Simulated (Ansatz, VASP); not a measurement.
# Cross-check of Sc between VASP and Ansatz, part 2 of 2

Aim: how closely do two programs agree when they are given the same cell, functional and k mesh? The cell is taken from a series of runs on this material, whose earlier steps may have relaxed, scaled, displaced or heated it; both programs get it as it stands.

VASP 6.6.1 and Ansatz 0.2.0.

So far: Set-up; VASP: zone-centre phonons, PBEsol.

### 3. Ansatz: zone-centre phonons, PBEsol

Level of this step: Ansatz beside VASP: Kohn-Sham DFT, plane waves, PBEsol (Ansatz).

Ansatz runs on its PAW soft_1 files.

The same cell, functional, mesh and smearing now go to Ansatz, which takes its cutoff from its data sets.

input.yaml reads:

```yaml
crystal:
  lattice:
    - [3.2566301116, 0.0, 0.0]
    - [-1.6283150558, 2.8203244073, 0.0]
    - [0.0, 0.0, 5.0433145678]
  atoms:
    - { symbol: Sc, position: [0.3333333333, 0.6666666667, 0.25] }
    - { symbol: Sc, position: [0.6666666667, 0.3333333333, 0.75] }
kpoints:
  mp_grid: { grid: [15, 15, 8] }
hamiltonian:
  xc: pbesol
  pseudopotentials: { kind: paw, azcp: { folder: soft_1 }, xc_functional: pbe }
scf:
  occupations: { method: methfessel_paxton, width: 0.2 }
output:
  eigenvalues: true
phonons:
  method: dfpt
```

The run is started by

```sh
$ ansatz run input.yaml --threads 4 --pin off --max-ram 10240MiB --backend cpu --events-out ev --progress --plain --runs-dir out
```

Numbers of over 12 decimals in the logs are rounded to 6 here.

Output:

```text
zone centre: on kpoints.mp_grid the ground state, and the responses unless they are solved on pairs of k-points, stand on 320 of the mesh's 1800 k-points, reduced under 4 symmetry operations, with k and −k counted as one. Each operation leaves every solved displacement unchanged or reverses it
Engine: ansatz 0.2.0, x86_64-unknown-linux-gnu
Pseudopotentials: kind: paw
Pseudopotential: Sc, paw, valence charge 11, recommended cutoff 420 eV (normal), soft_1/Sc.paw.azcp
Functional definition: PBEsol
  exchange = pbesol_x
  correlation = pbesol_c
Crystal: 2 atoms, lattice volume = 46.322 Å³
Basis set: ecut = 420 eV, 905 PW (Γ), exchange–correlation on 48×48×72 points (8 copies of the dense FFT grid, shifted against one another)
Bands: 15, of which v1, the nominal top of the filled ones, is band 11 counted from 1 (10 counted from 0)
Symmetry: 24 space group operations
k-points: 320 of 1800 (irreducible under 4 space group operations, time reversal used)
Non-local potential: Sc, projectors of the file, l = 0: 3, l = 1: 2, l = 2: 3, l = 3: 1
PAW form: soft (Blöchl's): semilocal exchange-correlation on the pseudo side does not see the compensation charge
PAW frozen core: Sc, regenerated for the run's functional, and the local potential with it (the file was generated under x = pbe(κ = 0.804, μ = 0.219515), c = pbe(β = 0.066725))
PAW one-centre angular grid: Sc, 590 points (default); XC on 64 Gauss nodes
Initial density: superposition of atomic densities (chi_scale 0.1, normalization cell)
Initial wavefunctions: pseudopotential atomic-orbital guess
Functional: x = pbesol(κ = 0.804, μ = 0.123457), c = pbesol(β = 0.046)
SCF iter   1: F=—  HF=-4222.880606 eV  |F-HF|=—  |Δ(HF+E_count)|=         —  Δρ=2.58e-2  dr2=3.89e-1  ethr=3.10e-3  ⟨swp⟩=3.1  Hψ=17510  notcnv=0
preconditioner: auto → none  [metal: Δε(μ)=0.007 eV  Ē_g=2.767 eV  σ=0.200 eV  W_gap=0.03  n_scr=8 (ndim 8)  ℏωp=13.4 eV  f_vac=0.000  D(μ)=3.87/eV (n_scr^D=42)  sad-step TF]
SCF iter   2: F=—  HF=-4222.785313 eV  |F-HF|=—  |Δ(HF+E_count)|=   9.53e-2  S|Δr|=    0.00e0  Δρ=1.47e-2  dr2=1.36e-1  ethr=1.77e-3  ⟨swp⟩=2.0  Hψ=8383  notcnv=0  defer=1
SCF iter   3: F=—  HF=-4222.739433 eV  |F-HF|=—  |Δ(HF+E_count)|=   4.59e-2  S|Δr|=    0.00e0  Δρ=1.08e-3  dr2=3.10e-4  ethr=6.19e-4  ⟨swp⟩=3.0  Hψ=9155  notcnv=0  defer=1
SCF iter   4: F=—  HF=-4222.739736 eV  |F-HF|=—  |Δ(HF+E_count)|=   3.03e-4  S|Δr|=    0.00e0  Δρ=6.79e-5  dr2=1.05e-6  ethr=1.41e-6  ⟨swp⟩=2.8  Hψ=8538  notcnv=0  defer=1
SCF iter   5: F=—  HF=-4222.739742 eV  |F-HF|=—  |Δ(HF+E_count)|=   5.89e-6  S|Δr|=    0.00e0  Δρ=1.59e-5  dr2=1.06e-7  ethr=4.77e-9  ⟨swp⟩=2.6  Hψ=8158  notcnv=0  defer=1
SCF iter   6: F=—  HF=-4222.739742 eV  |F-HF|=—  |Δ(HF+E_count)|=   3.77e-8  S|Δr|=    0.00e0  Δρ=1.34e-6  dr2=4.92e-10  ethr=4.83e-10  ⟨swp⟩=2.8  Hψ=8951  notcnv=0  defer=1
SCF iter   7: F=—  HF=-4222.739742 eV  |F-HF|=—  |Δ(HF+E_count)|=  1.55e-10  S|Δr|=    0.00e0  Δρ=4.13e-7  dr2=7.36e-11  ethr=1.00e-12  ⟨swp⟩=5.0  Hψ=18242  notcnv=0
SCF iter   8: F=-4222.739742 eV  HF=-4222.739742 eV  |F-HF|=3.64e-12  |Δ(HF+E_count)|=  2.00e-11  S|Δr|=    0.00e0  Δρ=1.04e-7  dr2=4.57e-12  ethr=1.00e-12  ⟨swp⟩=3.2  Hψ=18659  notcnv=0
SCF 1 converged in 8 iterations: F = -4222.739742 eV  dr2 = 4.57e-12
  greatest PAW one-centre occupation: 0.998 electrons in one spin orbital (limit 2), on the Sc atom at site 1 (counted from 0), in its partial waves of l = 0
DFPT response loops at Γ: preconditioner auto → Kerker (q_TF=auto, 2.410 Å⁻¹) (partly filled bands, converged f_vac=0.000); β = 1.00, the filter's whole step (`scf.mixing.beta` (0.50) is not read by the response loops under this deck's `scf.mixing.preconditioner`; to damp them name `kerker` or `kerker_dos`, under which they read `scf.mixing.beta`, and type it under 1.00, their step now; both keys bind the ground state too); Broyden in place of MSR1
SCF converged after 8 iterations
Stability not checked: this state was not tested for a lower state beside it, because cold or Methfessel-Paxton smearing, or corrected tetrahedra, fill the levels in a way that the test cannot read (fill_not_monotonic; see scf.lower_state_search)
Free energy (F): -4222.739742 eV
Harris-Foulkes:  -4222.739742 eV  (|F-HF|=3.64e-12)
Internal energy: -4222.736330 eV  (E = F + TS)
E sigma→0 (E₀):  -4222.738889 eV
Entropy (-TS):   -0.003412 eV (-1.706 meV/atom)
Fermi energy:    9.731788 eV
--- Per-component energies (eV) ---
  E_band       = -322.268089
  E_kinetic    = 414.349872
  E_local      = -1644.786352  (includes V_loc(G=0)·N_el)
  E_nonlocal   = 288.779139
  E_hartree    = 587.215235
  E_xc         = -169.396968
  E_vxc        = -209.133231  (∫ρ·V_xc dr)
  E_paw        = -1934.457081  (= ΣΔE_a)
  E_vpaw       = -345.908170  (= ΣTr[D̂ρ^β])
  E_aug_tail   = 0.000079  (compensation charges beyond the density's cutoff)
  E_ewald      = -1764.698305
  E_core_change = 0.258050  (= ΣΔE_core)
  E_smearing   = -0.003412  (= −TS)
  E_closure    = -0.000000  (closes the sum)
  Σ components = -4222.739742   (vs F -4222.739742, Δ=0.00e0)
--- Band table (eV; the first three rows and the last of 320) ---
  k-point 0: bands = [... 7 lower, -17.7408, 4.4958, 8.0149, 10.5453, 11.3917, 11.3917, 11.7170, 11.8936]
  k-point 1: bands = [... 7 lower, -17.7627, 4.6089, 7.8874, 10.4693, 11.3278, 11.3278, 11.6387, 11.8183]
  k-point 2: bands = [... 7 lower, -17.7913, 4.9397, 7.4811, 10.3979, 11.2395, 11.2395, 11.4194, 11.6397]
  k-point 319: bands = [... 7 lower, -17.8421, 8.3255, 8.3255, 9.8914, 9.8914, 10.5268, 10.5268, 12.0977]
--- Phonons (Γ-DFPT): 2 representative perturbations + reference, on 320 of 1800 k-points (Σ response iterations 6) ---
  k mesh reduced under 4 symmetry operations, with k and −k counted as one. Each operation leaves every solved displacement unchanged or reverses it
  ASR residual: 6.121e-5 → 0.000e0 eV/Å²; symmetrization residual: 3.544e-13 eV/Å²
  ASR residual per site (eV/Å²): 6.12e-5 6.12e-5
  Γ frequencies (cm⁻¹): 0.00 0.00 0.00 136.53 136.53 242.65
  non-analytic LO–TO correction: not included (Born effective charges unavailable; polar crystals: no LO–TO splitting at Γ)
```

### 4. Side by side

Known differences besides the potentials themselves: the cutoff is 420 eV in Ansatz and 500 eV in VASP; Ansatz makes its cores anew for this functional, VASP keeps those of its PBE data sets. Total energies have different zeros and are not compared.

Both answers:

```csv
quantity,Ansatz,VASP,difference
optical mode 1 to 2 (cm⁻¹),136.5,136.9,-0.27 %
optical mode 3 (cm⁻¹),242.7,243.4,-0.33 %
```

Modes are paired by rising frequency, not by their patterns, so a pair may set unlike modes beside each other; they are those without the splitting of longitudinal modes.

### 5. Outcome

- r.m.s. difference of the optical zone-centre modes, each program's sorted by frequency (zone-centre phonons, PBEsol): 0.55 cm⁻¹

**Reading.** The r.m.s. difference of the optical zone-centre modes, each program's sorted by frequency is 0.55 cm⁻¹ (zone-centre phonons, PBEsol). How closely two codes agree says nothing of how well the functional describes the real material.

[Lines on the potential files, build, host, timing and source positions are cut from VASP's logs without a mark.]

[Logs are printed without paths, hosts, clocks, repeated set-up lines and the standing remarks that a program may print on its own settings, such as how far it seeks lower states.]

[Hosts, paths, dates, database ids (printed as entryN), source tags and the programs' standing remarks are cut or masked in the printed files.]
